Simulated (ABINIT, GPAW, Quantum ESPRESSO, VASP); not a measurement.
## Code comparison for PbO₂ (P4_2/mnm, 6 atoms in the cell)

Self-consistent single point.

```
CELL_PARAMETERS angstrom
      4.96000     0.00000     0.00000
      0.00000     4.96000     0.00000
      0.00000     0.00000     3.39000
ATOMIC_POSITIONS crystal
  Pb 0.00000 0.00000 0.00000
  Pb 0.50000 0.50000 0.50000
  O  0.30700 0.30700 0.00000
  O  0.80700 0.19300 0.50000
  O  0.19300 0.80700 0.50000
  O  0.69300 0.69300 0.00000
```

Shared settings, as Quantum ESPRESSO writes them: occupations = smearing; smearing = gaussian; degauss = 0.0073499 Ry; K_POINTS = automatic 5 5 7 0 0 0. Potentials and cutoffs stand in the table.

```csv
code,model,pressure (GPa),largest force (eV/Å),cutoff
Quantum ESPRESSO,"LDA (PZ), GBRV 1.5 ultrasoft (LDA) pseudopotentials",-1.69,0.058,40 Ry
ABINIT,"LDA (PW92), norm-conserving pseudopotentials (PseudoDojo nc-sr-04 LDA standard)",-0.76,0.063,42 Ha
VASP,"LDA (PZ), VASP's LDA PAW potentials (set 64)",-5.81,0.047,400 eV
GPAW,"LDA (Perdew-Wang 92), GPAW PAW datasets LDA (gpaw-data 1.0.1)",–,0.077,950 eV
```

A dash marks a value that a program does not give, or that is left out as unsure.

No clean gap comes from Quantum ESPRESSO, ABINIT, VASP and GPAW: levels at the Fermi energy touch, overlap or are partly filled at this smearing.

On Quantum ESPRESSO's run: spin-orbit coupling is off.

The spread over the programs that give each value: pressure within 5.05 GPa; largest force within 0.030 eV/Å.

The pressure of GPAW is left out: its cutoff lies under the one at which its stress was checked. The same LDA comes in different parametrisations, which differ slightly. In the pressure, VASP (by 4.12) lies more than 1 GPa from the median of the plane-wave programs.

VASP's run is marked for a possible Pulay error in its stress at this cutoff; no cutoff test was made.

The starting cell has typed, rounded lattice constants, without a prior relaxation at this level.

Left out of this page: Ansatz, CP2K, Elk, FLEUR and SIESTA (not drawn, or without a comparable value).
